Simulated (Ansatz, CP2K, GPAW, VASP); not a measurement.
Equation of state of GaGe under PBE

```xyz
2
Lattice="4.0982 0.0000 0.0000 2.0491 3.5491 0.0000 2.0491 1.1830 3.3461" Properties=species:S:1:pos:R:3 pbc="T T T"
Ge    0.0000    0.0000    0.0000
Ga    2.0491    1.1830    0.8365
```

The cell comes from a database or a generator and needn't be the stable form of this composition.

The cell was scaled at fixed shape and fractions and run with CP2K, POTENTIAL_UZH Ge GTH-PBE-q4, Ga GTH-PBE-q13; TZVP-MOLOPT-PBE-GTH basis; PBE, k mesh 8 × 8 × 8 on the cell of 2 atoms, fermi-dirac occupations of 0.05 eV, no spin polarisation, no spin-orbit coupling. Energies are those that the program minimises, any entropy of the smearing included. For a metal such a mesh isn't converged to the digits shown.

| V (Å³/atom) | energy over the lowest row (meV/atom) |
| --- | --- |
| 22.8746 | 23.782 |
| 23.3613 | ? |
| 23.8480 | 4.981 |
| 24.3346 | 0.957 |
| 24.8213 | 0.000 |
| 25.3080 | 1.763 |
| 25.7947 | 5.937 |

**Question.** Fit the third-order Birch-Murnaghan form, give V0, B0 and B′, and predict the energy left open.

**Answer.** With y = (V0/V)^(2/3), E = E0 + (9 V0 B0/16) [(y - 1)³ B′ + (y - 1)² (6 - 4y)]. Least squares through the rows shown give V0 = 24.7408 Å³/atom, E0 = -0.037 meV, B0 = 46.36 GPa (1 eV/Å³ = 160.218 GPa) and B′ = 4.99, with a largest miss of 0.003 meV. At V = 23.3613 the form with these constants gives 12.442 meV; the run gave 12.450 meV an atom. Other set-ups at this level, from all their volumes (Å³/atom, GPa): Ansatz, Ansatz PAW (earlier soft set): V0 24.455, B0 48.44; GPAW, GPAW PAW data sets (gpaw-data 1.2.1): V0 24.731, B0 48.99; Ansatz, all-electron LAPW, scalar-relativistic: V0 24.453, B0 48.39; VASP, PBE PAW files Ga_d, Ge_d, 520 eV: V0 24.484, B0 48.18.
